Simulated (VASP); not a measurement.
Input:

```yaml
crystal:
  lattice:
    - [1.25105, -2.25356, 0.00000]
    - [1.25105, 2.25356, 0.00000]
    - [0.00000, 0.00000, 6.98548]
  atoms:
    - { symbol: B, position: [0.33333, 0.66667, 0.25000] }
    - { symbol: B, position: [0.66667, 0.33333, 0.75000] }
    - { symbol: N, position: [0.66667, 0.33333, 0.25000] }
    - { symbol: N, position: [0.33333, 0.66667, 0.75000] }
```

All values below come from r2SCAN meta-GGA, VASP's PBE PAW potentials (set 64) (plane waves; VASP). Settings: 600 eV cut-off, 10×10×4 Γ-centred mesh, Gaussian smearing of 0.050 eV, potentials B N.

Task: Give the stress tensor in GPa (positive for a compressed cell).

Result: 
```
 -5.35    0.00    0.00
  0.00  -31.46    0.00
  0.00    0.00   -0.41
```
The pressure is its mean diagonal, -12.41 GPa.

The compound is BN in the hex structure. This cell was strained or had an atom moved on purpose.
